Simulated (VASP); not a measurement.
A convergence study with VASP on MoS₂ (space group no. 194 when undisturbed): a few settings are varied, all else stays as given below, so the limit is that of these other settings. One atom is moved off its site, so that forces are finite.

```
MoS2
1.0
    1.57210    -2.72296     0.00000
    1.57210     2.72296     0.00000
    0.00000     0.00000    12.23850
Mo S
2 4
Direct
  0.33333   0.66667   0.25409
  0.66667   0.33333   0.75000
  0.33333   0.66667   0.87900
  0.66667   0.33333   0.37900
  0.66667   0.33333   0.12100
  0.33333   0.66667   0.62100
```

All values below come from PBE GGA, VASP's PBE PAW potentials (set 64) (plane waves; VASP 6.6.1). The last row used: 300 eV cut-off, 9×9×2 Γ-centred mesh, Fermi-Dirac smearing of 0.020 eV, potentials Mo_sv S.

Gaps are read on the run's mesh, which can miss a band edge.

| setting | E (eV/atom) | pressure (GPa) | largest force (eV/Å) | gap on the mesh (eV) | irreducible k-points |
|---|---|---|---|---|---|
| SIGMA = 1.0 | -7.0737 | 11.48 | 1.085 | 0.936 | 24 |
| SIGMA = 0.5 | -7.1958 | 4.44 | 1.223 | 0.921 | 24 |
| SIGMA = 0.2 | -7.2489 | 2.80 | 1.467 | 0.913 | 24 |
| SIGMA = 0.1 | -7.2506 | 2.78 | 1.487 | 0.912 | 24 |
| SIGMA = 0.02 | -7.2507 | 2.78 | 1.488 | 0.912 | 24 |

VASP warned of too few bands at SIGMA = 1.0; SIGMA = 0.5.

Left out are rungs that failed or repeat a setting and relaxations that didn't move; long series are thinned to 24 rows.

The structure is a typed MoS2 crystal (space group no. 194). The cell was not relaxed at this level, it is distorted from the ideal structure. VASP warned that the highest band is occupied, so more bands are needed.
